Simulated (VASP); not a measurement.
These are PBE GGA, VASP's PBE PAW potentials (set 64) (plane waves; VASP) values and carry that method's errors.

VASP input:

### KPOINTS
```
Automatic mesh
0
Gamma
5 5 2
0 0 0
```

**INCAR**
```
SYSTEM = Te2Mo
PREC = Accurate; ENCUT = 300; LREAL = .False.
LASPH = .True.
EDIFF = 1E-6; NELM = 100; ALGO = Normal
LMAXMIX = 4
ISMEAR = 0; SIGMA = 0.01
GGA = PE
IBRION = 2; NSW = 50; ISIF = 3
EDIFFG = -0.01
LWAVE = .False.; LCHARG = .False.
```

POSCAR:
```
Te2Mo
1
    3.6348240000     0.0000000000     0.0000000000
   -1.8174120000     3.1478490000     0.0000000000
    0.0000000000     0.0000000000    14.9319470000
Te Mo
4 2
Direct
  0.3333330000   0.6666670000   0.6278200000
  0.6666670000   0.3333330000   0.3721800000
  0.6666670000   0.3333330000   0.1278200000
  0.3333330000   0.6666670000   0.8721800000
  0.3333330000   0.6666670000   0.2500000000
  0.6666670000   0.3333330000   0.7500000000
```

POTCAR, in this order: Te Mo_sv (PBE.64 set). Program: vasp_std.

What will the output report for the number of irreducible k-points (NKPTS), largest plane-wave count, number of space-group operations, FFT grid (NGX, NGY, NGZ)?

```
Item                                          Result
--------------------------------------  ------------
number of irreducible k-points (NKPTS)            10
largest plane-wave count                        2033
number of space-group operations                  24
FFT grid (NGX, NGY, NGZ)                24 × 24 × 84
```

The structure comes from a computed database's Te2Mo entry; how it stands against other phases isn't given here. This run relaxes it. Symmetry was kept, so distortions that lower it aren't found. The run is one of a series of settings (EDIFFG = -0.01, IBRION = 2, ISIF = 3, NSW = 50 against the base run), some of them coarse on purpose.
